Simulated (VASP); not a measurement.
Calculation: vdW-DF-cx, VASP's PBE PAW potentials (set 64) (plane waves; VASP).

The input files of a VASP run:

**KPOINTS**
```
Automatic mesh
0
G
 18 18 18
```

**POSCAR**
```
Ni
1
    0.0000000000     1.7690855491     1.7690855491
    1.7690855491     0.0000000000     1.7690855491
    1.7690855491     1.7690855491     0.0000000000
Ni
1
Direct
  0.0000000000   0.0000000000   0.0000000000
```

**INCAR**
```
AGGAC = 0.0
ALGO = Normal
EDIFF = 1E-7
ENCUT = 520
GGA = CX
ISIF = 2
ISMEAR = 1
ISPIN = 2
LASPH = .TRUE.
LCHARG = .FALSE.
LMAXMIX = 4
LORBIT = 10
LREAL = .FALSE.
LUSE_VDW = .TRUE.
LWAVE = .FALSE.
MAGMOM = 0.6
NELM = 100
PREC = Accurate
SIGMA = 0.1
SYSTEM = Ni
```

POTCAR, in this order: Ni (PBE.64 set). Program: vasp_std.

Output

File OSZICAR:
```
       N       E                     dE             d eps       ncg     rms          rms(c)
DAV:   1     0.252770487320E+02    0.25277E+02   -0.48278E+03  7180   0.141E+03
DAV:   2    -0.366674913428E+01   -0.28944E+02   -0.27905E+02  7101   0.166E+02
DAV:   3    -0.408147553876E+01   -0.41473E+00   -0.41371E+00  8088   0.264E+01
DAV:   4    -0.408563816971E+01   -0.41626E-02   -0.41623E-02  8168   0.233E+00
DAV:   5    -0.408573622965E+01   -0.98060E-04   -0.98059E-04  8053   0.307E-01    0.995E+00
DAV:   6    -0.339843302107E+01    0.68730E+00   -0.18338E+01  7361   0.691E+01    0.612E+00
DAV:   7    -0.303432967189E+01    0.36410E+00   -0.31578E+00  7404   0.269E+01    0.181E+00
DAV:   8    -0.301899801906E+01    0.15332E-01   -0.21651E-02 10089   0.172E+00    0.899E-01
DAV:   9    -0.301656799503E+01    0.24300E-02   -0.17304E-03 10371   0.412E-01    0.253E-01
DAV:  10    -0.301595496151E+01    0.61303E-03   -0.67813E-04  9480   0.215E-01    0.313E-02
DAV:  11    -0.301595251655E+01    0.24450E-05   -0.22226E-05  9016   0.537E-02    0.339E-02
DAV:  12    -0.301595406310E+01   -0.15465E-05   -0.12445E-06  8895   0.123E-02    0.822E-03
DAV:  13    -0.301595441910E+01   -0.35600E-06   -0.32589E-07  7484   0.650E-03    0.233E-03
DAV:  14    -0.301595434511E+01    0.73998E-07   -0.69592E-09  3630   0.115E-03
   1 F= -.30159543E+01 E0= -.30160327E+01  d E =0.235198E-03  mag=     0.6147
```

**OUTCAR**
```
------------------------ aborting loop because EDIFF is reached ----------------------------------------
  FORCE on cell =-STRESS in cart. coord.  units (eV):
  Direction    XX          YY          ZZ          XY          YZ          ZX
  --------------------------------------------------------------------------------------
  Total       -0.7680297     -0.7680297     -0.7680297     -0.0000000      0.0000000      0.0000000
  in kB     -111.1250874   -111.1250874   -111.1250874     -0.0000000      0.0000000      0.0000000
  external PRESSURE =    -111.1250874 kB  Pullay stress =       0.0000000 kB
  volume of cell :       11.07
      direct lattice vectors                 reciprocal lattice vectors
     0.000000000  1.769085549  1.769085549    -0.282631894  0.282631894  0.282631894
     1.769085549  0.000000000  1.769085549     0.282631894 -0.282631894  0.282631894
     1.769085549  1.769085549  0.000000000     0.282631894  0.282631894 -0.282631894
 POSITION                                       TOTAL-FORCE (eV/Angst)
 -----------------------------------------------------------------------------------
      0.00000      0.00000      0.00000         0.000000      0.000000     -0.000000
 -----------------------------------------------------------------------------------
    total drift:                               -0.000000     -0.000000     -0.000000
  FREE ENERGIE OF THE ION-ELECTRON SYSTEM (eV)
  ---------------------------------------------------
  free  energy   TOTEN  =        -3.0159543451 eV

  energy  without entropy=       -3.0161895430  energy(sigma->0) =       -3.01603274

 total charge

# of ion       s       p       d       tot
------------------------------------------
    1        0.492   0.482   8.314   9.288

 magnetization (x)

# of ion       s       p       d       tot
------------------------------------------
    1       -0.007  -0.023   0.655   0.625
```
(Selected blocks of OUTCAR.)

File OUTCAR:
```
 val. band max:        8.9487884613   @ k =  -0.4444   0.5000   0.0556

 cond. band min:       8.9600114366   @ k =   0.5000   0.4444   0.0556


 Fermi energy:         8.9512622326

 spin component 1

 k-point     1 :       0.0000    0.0000    0.0000
  band No.  band energies     occupation
      1       0.0673      1.00000
      2       6.5917      1.00000
      3       6.5917      1.00000
      4       6.5917      1.00000
      5       7.7241      1.00000
      6       7.7241      1.00000
      7      32.5958      0.00000
      8      36.2315      0.00000
      9      36.2315      0.00000

 k-point     2 :       0.0556    0.0000    0.0000
  band No.  band energies     occupation
      1       0.1867      1.00000
      2       6.5614      1.00000
      3       6.6182      1.00000
      4       6.6182      1.00000
      5       7.7129      1.00000
      6       7.7129      1.00000
      7      32.1886      0.00000
      8      34.7086      0.00000
      9      35.9298      0.00000

 k-point     3 :       0.1111    0.0000    0.0000
  band No.  band energies     occupation
      1       0.5397      1.00000
      2       6.4793      1.00000
      3       6.6877      1.00000
      4       6.6877      1.00000
      5       7.6886      1.00000
      6       7.6886      1.00000
      7      30.2330      0.00000
      8      33.6602      0.00000
      9      35.3372      0.00000

 k-point     4 :       0.1667    0.0000    0.0000
  band No.  band energies     occupation
      1       1.1090      1.00000
      2       6.3725      1.00000
      3       6.7688      1.00000
      4       6.7688      1.00000
      5       7.6814      1.00000
      6       7.6814      1.00000
      7      27.4349      0.00000
      8      33.3012      0.00000
      9      34.7489      0.00000

 k-point     5 :       0.2222    0.0000    0.0000
  band No.  band energies     occupation
      1       1.8564      1.00000
...
```

The compound is Ni in the fcc structure. This cell is one point of a volume scan, at 1.06 of the reference volume.
